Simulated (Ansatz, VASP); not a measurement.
# GaAs in two plane-wave programs, part 2 of 2

Aim: how closely do two programs agree when they are given the same cell, functional and k mesh? The cell is taken from a series of runs on this material, whose earlier steps may have relaxed, scaled, displaced or heated it; both programs get it as it stands.

VASP 6.6.1 and Ansatz 0.2.0.

So far: Starting point; VASP: zone-centre phonons, PBE, pair 1; Ansatz: zone-centre phonons, PBE, pair 1; Side by side; Ansatz: zone-centre phonons, PBE, pair 2.

## Step 6: VASP: zone-centre phonons, PBE, pair 2

Level of this step: PBE; plane waves and PAW (Ga_d, As) (VASP).

The same cell, functional and mesh now go to VASP, with its own data sets.

Contents of INCAR:

```
SYSTEM = GaAs
PREC = Accurate
ENCUT = 500
EDIFF = 1E-08
NELM = 120
ISMEAR = 0
SIGMA = 0.01
LREAL = .FALSE.
ALGO = Normal
GGA = PE
NBANDS = 15
LORBIT = 11
LWAVE = .FALSE.
LCHARG = .FALSE.
ISIF = 2
IBRION = 8
LASPH = .TRUE.
GGA_COMPAT = .FALSE.
EFERMI = MIDGAP
KPAR = 2
```

Contents of POSCAR:

```
GaAs
1.0
    0.0000000000      2.8536651162      2.8536651162
    2.8536651162      0.0000000000      2.8536651162
    2.8536651162      2.8536651162      0.0000000000
Ga As
1 1
Direct
    0.0000000000      0.0000000000      0.0000000000
    0.7500000000      0.7500000000      0.7500000000
```

Contents of KPOINTS:

```
Automatic mesh
0
Gamma
12 12 12
0 0 0
```

Potentials, in the order of the species: Ga_d and As (PBE family, release 64).

Run with:

```sh
$ mpirun -np 2 vasp_std
```

Numbers of over 12 decimals in the logs are rounded to 6 here.

What it wrote:

```text
[... set-up lines as in an earlier step ...]
 entering main loop
       N       E                     dE             d eps       ncg     rms          rms(c)
DAV:   1     0.824074767032E+02    0.82407E+02   -0.88484E+03  2184   0.159E+03
DAV:   2    -0.183531598244E+01   -0.84243E+02   -0.80773E+02  2454   0.313E+02
DAV:   3    -0.831958518778E+01   -0.64843E+01   -0.64603E+01  2643   0.687E+01
DAV:   4    -0.842352742397E+01   -0.10394E+00   -0.10392E+00  2515   0.976E+00
[...]
DAV:  12    -0.827148014189E+01   -0.36705E-06   -0.12060E-06  2727   0.151E-02    0.144E-03
DAV:  13    -0.827148051880E+01   -0.37691E-06   -0.51476E-07  2552   0.523E-03    0.618E-04
DAV:  14    -0.827148051268E+01    0.61145E-08   -0.87425E-09  2208   0.107E-03
   1 F= -.82714805E+01 E0= -.82714805E+01  d E =-.148520-108
 Linear response reoptimize wavefunctions to high precision
DAV:   1    -0.827148054558E+01   -0.32896E-07   -0.35306E-09  2496   0.523E-04
DAV:   2    -0.827148054558E+01    0.00000E+00   -0.82459E-11  1871   0.712E-05
 Linear response DOF=           2
 Linear response progress:
[...]
RMM:  14    -0.163273397615E+00    0.32055E-07   -0.20080E-07 17016   0.370E-05    0.148E-06
RMM:  15    -0.163273410912E+00   -0.13298E-07   -0.10148E-07 16707   0.208E-05    0.125E-07
RMM:  16    -0.163273404824E+00    0.60878E-08   -0.58439E-08 12056   0.128E-05    0.300E-07
 first order change of Fermi-energy   0.10574E+01
 force on displaced ion       1 direction 1 :  -8.893  -0.000  -0.000
 Linear response progress:
  Degree of freedom:   2/  2
       N       E                     dE             d eps       ncg     rms          rms(c)
RMM:   1    -0.441904583571E-01   -0.44190E-01    0.64145E-02 18474   0.146E+00
RMM:   2    -0.435093786878E-01    0.68108E-03   -0.38991E-03 15025   0.369E-01    0.793E-02
RMM:   3    -0.435265617330E-01   -0.17183E-04   -0.32831E-04 16873   0.117E-01    0.451E-02
RMM:   4    -0.437891526734E-01   -0.26259E-03   -0.76481E-05 16913   0.536E-02    0.437E-03
[...]
RMM:   9    -0.437858683387E-01    0.75843E-07   -0.21667E-08 16867   0.295E-04    0.767E-06
RMM:  10    -0.437858003233E-01    0.68015E-07    0.29431E-09 16952   0.105E-04    0.398E-06
RMM:  11    -0.437858060954E-01   -0.57721E-08    0.48400E-09 16791   0.435E-05    0.137E-06
 first order change of Fermi-energy  -0.10571E+01
 force on displaced ion       2 direction 1 :  -8.913   0.000   0.000
 Linear response finished
```

OUTCAR, selected parts (step 6):

```text
  Total        0.4197712      0.4197712      0.4197712     -0.0000000      0.0000000      0.0000000
  in kB       14.4705213     14.4705213     14.4705213     -0.0000000      0.0000000      0.0000000
  external PRESSURE =      14.4705213 kB  Pullay stress =       0.0000000 kB

 POSITION                                       TOTAL-FORCE (eV/Angst)
 -----------------------------------------------------------------------------------
      0.00000      0.00000      0.00000        -0.000000     -0.000000     -0.000000
      4.28050      4.28050      4.28050         0.000000      0.000000      0.000000
 -----------------------------------------------------------------------------------
    total drift:                               -0.000000     -0.000000     -0.000000

[... 1 part as in an earlier step ...]

[... 1 further part left out ...]
```

## Step 7: Side by side

What differs besides the data sets and the points named for the pairs above, as far as they apply: the data sets hold 28 valence electrons in Ansatz (on its PAW soft_1 files) and 18 in VASP. Total energies have different zeros and are not compared.

Both answers:

```tsv
quantity	Ansatz	VASP	difference
optical mode 1 to 3 (cm⁻¹)	258.2	258.9	-0.27 %
```

Modes are paired by rising frequency, not by their patterns, so a pair may set unlike modes beside each other; they are those without the splitting of longitudinal modes.

## Step 8: VASP: zone-centre phonons, PBE, pair 3

Second derivatives magnify differences that forces hide, and they need a tight electronic threshold. The cell compared in this pair holds 46.95 Å³, against 46.48 Å³ for the pair before.

Edit INCAR of step 6 so:

```diff
@@ -6,3 +6,3 @@
 ISMEAR = 0
-SIGMA = 0.01
+SIGMA = 0.02
 LREAL = .FALSE.
```

Contents of POSCAR:

```
GaAs
1.0
    0.0000000000      2.8633386313      2.8633386313
    2.8633386313      0.0000000000      2.8633386313
    2.8633386313      2.8633386313      0.0000000000
Ga As
1 1
Direct
    0.0000000000      0.0000000000      0.0000000000
    0.7500000000      0.7500000000      0.7500000000
```

KPOINTS is that of step 6.

Run with:

```sh
$ mpirun -np 2 vasp_std
```

What it wrote:

```text
[... set-up lines as in an earlier step ...]
 entering main loop
       N       E                     dE             d eps       ncg     rms          rms(c)
DAV:   1     0.798721799250E+02    0.79872E+02   -0.88540E+03  2206   0.159E+03
DAV:   2    -0.213427466521E+01   -0.82006E+02   -0.78738E+02  2433   0.301E+02
DAV:   3    -0.832719890749E+01   -0.61929E+01   -0.61689E+01  2657   0.670E+01
DAV:   4    -0.842481351143E+01   -0.97615E-01   -0.97593E-01  2571   0.949E+00
[...]
DAV:  12    -0.827478908664E+01   -0.36111E-06   -0.12444E-06  2741   0.151E-02    0.148E-03
DAV:  13    -0.827478948355E+01   -0.39691E-06   -0.53151E-07  2580   0.538E-03    0.614E-04
DAV:  14    -0.827478947829E+01    0.52596E-08   -0.97834E-09  2194   0.113E-03
   1 F= -.82747895E+01 E0= -.82747895E+01  d E =-.286822E-19
 Linear response reoptimize wavefunctions to high precision
DAV:   1    -0.827478951058E+01   -0.32293E-07   -0.37931E-09  2559   0.537E-04
DAV:   2    -0.827478951058E+01   -0.90949E-12   -0.91141E-11  1745   0.732E-05
 Linear response DOF=           2
 Linear response progress:
[...]
RMM:  13    -0.163266193489E+00   -0.43448E-07   -0.19189E-07 17274   0.711E-05    0.980E-07
RMM:  14    -0.163266190188E+00    0.33010E-08   -0.26561E-07 17146   0.353E-05    0.145E-06
RMM:  15    -0.163266194346E+00   -0.41571E-08   -0.52199E-08 16774   0.186E-05    0.146E-07
 first order change of Fermi-energy   0.10484E+01
 force on displaced ion       1 direction 1 :  -8.665  -0.000  -0.000
 Linear response progress:
  Degree of freedom:   2/  2
       N       E                     dE             d eps       ncg     rms          rms(c)
RMM:   1    -0.441978570407E-01   -0.44198E-01    0.64269E-02 18442   0.144E+00
RMM:   2    -0.435174472159E-01    0.68041E-03   -0.38054E-03 15015   0.363E-01    0.786E-02
RMM:   3    -0.435308613663E-01   -0.13414E-04   -0.31804E-04 16881   0.115E-01    0.447E-02
RMM:   4    -0.437871620138E-01   -0.25630E-03   -0.76397E-05 16913   0.529E-02    0.432E-03
[...]
RMM:   9    -0.437836940764E-01    0.70962E-07   -0.23843E-08 16886   0.295E-04    0.742E-06
RMM:  10    -0.437836233708E-01    0.70706E-07    0.36581E-09 17000   0.103E-04    0.400E-06
RMM:  11    -0.437836292543E-01   -0.58835E-08    0.50233E-09 16681   0.420E-05    0.133E-06
 first order change of Fermi-energy  -0.10481E+01
 force on displaced ion       2 direction 1 :  -8.696   0.000   0.000
 Linear response finished
```

From OUTCAR (step 8):

```text
  Total        0.2284074      0.2284074      0.2284074      0.0000000      0.0000000      0.0000000
  in kB        7.7942208      7.7942208      7.7942208      0.0000000      0.0000000      0.0000000
  external PRESSURE =       7.7942208 kB  Pullay stress =       0.0000000 kB

 POSITION                                       TOTAL-FORCE (eV/Angst)
 -----------------------------------------------------------------------------------
      0.00000      0.00000      0.00000         0.000000     -0.000000     -0.000000
      4.29501      4.29501      4.29501        -0.000000      0.000000      0.000000
 -----------------------------------------------------------------------------------
    total drift:                               -0.000000     -0.000000     -0.000000

[... 1 part as in an earlier step ...]

[... 1 further part left out ...]
```

## Step 9: Ansatz: zone-centre phonons, PBE, pair 3

The same cell, functional, mesh and smearing now go to Ansatz, which takes its cutoff from its data sets.

The cell is taken from a series of runs on this material, whose earlier steps may have relaxed, scaled, displaced or heated it; both programs get it as it stands.

Contents of input.yaml:

```yaml
crystal:
  lattice:
    - [0.0, 2.8633386313, 2.8633386313]
    - [2.8633386313, 0.0, 2.8633386313]
    - [2.8633386313, 2.8633386313, 0.0]
  atoms:
    - { symbol: Ga, position: [0.0, 0.0, 0.0] }
    - { symbol: As, position: [0.75, 0.75, 0.75] }
kpoints:
  mp_grid: { grid: [12, 12, 12] }
hamiltonian:
  xc: pbe
  pseudopotentials: { kind: paw, azcp: { folder: soft_1 } }
scf:
  occupations: { method: gaussian, width: 0.02 }
output:
  eigenvalues: true
phonons:
  method: dfpt
```

Run with:

```sh
$ ansatz run input.yaml --threads 4 --pin off --max-ram 10240MiB --backend cpu --events-out ev --progress --plain --runs-dir out
```

What it wrote:

```text
[...]
Crystal: 2 atoms, lattice volume = 46.951 Å³
Basis set: ecut = 420 eV, 941 PW (Γ), exchange–correlation on 60×60×60 points (8 copies of the dense FFT grid, shifted against one another)
Bands: 18, of which v1, the nominal top of the filled ones, is band 14 counted from 1 (13 counted from 0)
Symmetry: 24 space group operations
k-points: 163 of 1728 (irreducible under 8 space group operations, time reversal used)
[...]
k-point 1: bands = [... 10 lower, -4.9588, 6.1566, 7.3146, 7.3146, 8.5803, 11.2818, 11.3110, 11.3110]
  k-point 2: bands = [... 10 lower, -4.7337, 4.7211, 7.0630, 7.0630, 8.9001, 11.6728, 11.6728, 11.9901]
  k-point 162: bands = [... 10 lower, -2.6538, 0.9606, 4.0685, 4.2606, 11.8646, 12.1246, 12.7146, 13.4552]
[...]
ASR residual: 1.275e-5 → 0.000e0 eV/Å²; symmetrization residual: 1.162e-6 eV/Å²
  ASR residual per site (eV/Å²): 3.10e-6 1.28e-5
  Γ frequencies (cm⁻¹): 0.00 0.00 0.00 255.02 255.02 255.02
[...]
[key lines of the parts left out:]
SCF converged after 10 iterations
Free energy (F): -8639.872201 eV
Fermi energy:    7.538943 eV
```

## Step 10: Differences

What differs besides the data sets and the points named for the pairs above, as far as they apply: the data sets hold 28 valence electrons in Ansatz (on its PAW soft_1 files) and 18 in VASP. Total energies have different zeros and are not compared.

Compared:

```tsv
quantity	Ansatz	VASP	difference
optical mode 1 to 3 (cm⁻¹)	255.0	255.6	-0.25 %
```

Modes are paired by rising frequency, not by their patterns, so a pair may set unlike modes beside each other; they are those without the splitting of longitudinal modes.

## Step 11: Results

- r.m.s. difference of the optical zone-centre modes, each program's sorted by frequency (zone-centre phonons, PBE, pair 1): 0.37 cm⁻¹
- r.m.s. difference of the optical zone-centre modes, each program's sorted by frequency (zone-centre phonons, PBE, pair 2): 0.70 cm⁻¹
- r.m.s. difference of the optical zone-centre modes, each program's sorted by frequency (zone-centre phonons, PBE, pair 3): 0.63 cm⁻¹

In words: The r.m.s. difference of the optical zone-centre modes, each program's sorted by frequency is 0.37 cm⁻¹ (zone-centre phonons, PBE, pair 1). The data sets hold unlike numbers of valence electrons (28 in Ansatz and 18 in VASP), so part of the differences may come from the potentials. How closely two codes agree says nothing of how well the functional describes the real material.

[Lines on the potential files, build, host, timing and source positions are cut from VASP's logs without a mark.]

[Logs are printed without paths, hosts, clocks, repeated set-up lines and the standing remarks that a program may print on its own settings, such as how far it seeks lower states.]

[Hosts, paths, dates, database ids (printed as entryN), source tags and the programs' standing remarks are cut or masked in the printed files.]
